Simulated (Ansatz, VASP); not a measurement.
One calculation of Mg6FeBi, two programs

Contents of INCAR:

```
ALGO = Normal
EDIFF = 1E-7
ENCUT = 520
GGA = PE
ISIF = 2
ISMEAR = -1
ISPIN = 2
LASPH = True
LCHARG = False
LMAXMIX = 4
LORBIT = 11
LREAL = False
LWAVE = False
MAGMOM = 0 3 0 0 0 0 0 0
NBANDS = 32
NELM = 100
PREC = Accurate
SIGMA = 0.05
```

The input KPOINTS:

```
k-points
0
Gamma
  6 5 5
```

The input POSCAR:

```
Mg6FeBi
1.0
    5.0049770000      0.0000000000      0.0000000000
    0.0000000000      3.1647195000      5.4648530000
    0.0000000000     -3.1647195000      5.4648530000
Bi Fe Mg
1 1 6
Direct
    0.5000000000      0.6707750000      0.6707750000
    0.0000000000      0.8474200000      0.8474200000
    0.5000000000      0.1684670000      0.1684670000
    0.5000000000      0.6748660000      0.1504060000
    0.5000000000      0.1504060000      0.6748660000
    0.0000000000      0.3339550000      0.3339550000
    0.0000000000      0.8403950000      0.3137150000
    0.0000000000      0.3137150000      0.8403950000
```

Contents of input.yaml:

```yaml
crystal:
  lattice:
    - [5.004977, 0.0, 0.0]
    - [0.0, 3.1647195, 5.464853]
    - [0.0, -3.1647195, 5.464853]
  atoms:
    - { symbol: Bi, position: [0.5, 0.670775, 0.670775] }
    - { symbol: Fe, position: [0.0, 0.84742, 0.84742], spin: 3.0 }
    - { symbol: Mg, position: [0.5, 0.168467, 0.168467] }
    - { symbol: Mg, position: [0.5, 0.674866, 0.150406] }
    - { symbol: Mg, position: [0.5, 0.150406, 0.674866] }
    - { symbol: Mg, position: [0.0, 0.333955, 0.333955] }
    - { symbol: Mg, position: [0.0, 0.840395, 0.313715] }
    - { symbol: Mg, position: [0.0, 0.313715, 0.840395] }
hamiltonian:
  xc: pbe
  pseudopotentials: { kind: paw }
magnetization:
  spin_polarized: true
kpoints:
  mp_grid: { grid: [6, 5, 5] }
scf:
  occupations: { method: fermi_dirac, width: 0.05 }
output:
  forces: true
  stress: true
  eigenvalues: true
```

The cell comes from a database or a generator and needn't be the stable form of this composition.

Alike in both runs: task single point; functional PBE; k mesh 6 × 5 × 5; occupations fermi-dirac, width 0.05 eV; collinear spin, ferromagnetic start.

|  | VASP | Ansatz |
| --- | --- | --- |
| version | VASP 6.6.1 | Ansatz 0.2.0 |
| potentials or method | VASP PAW PBE potentials, release 64 (Bi_d, Fe, Mg) | Ansatz PAW |
| plane-wave cutoff (eV) | 520 | 420 |
| valence electrons in the cell | 35 | 91 |

```csv
,VASP,Ansatz,Ansatz less VASP
gap on the k mesh at the Fermi level (eV),none,none,-
pressure (GPa),0.0,0.1,+0.13
largest component of the traceless stress (GPa),0.62,0.62,+0.005
rms of the force components (eV/Å),0.034,0.034,+0.0003
net moment per atom (μB),0.31,0.31,+0.002
size of the moment on the site where the two differ most (μB),2.66,2.72,+0.056
```

Site moments also hang on the region over which each program counts them. Atom by atom the forces differ by 0.001 eV/Å (rms over components). A gap of «none» marks a metal or a gap that the smearing closes. The two sets of potentials don't hold the same shells in valence.

Caveats: spin-orbit coupling is left out, which moves the levels of the heavy elements.
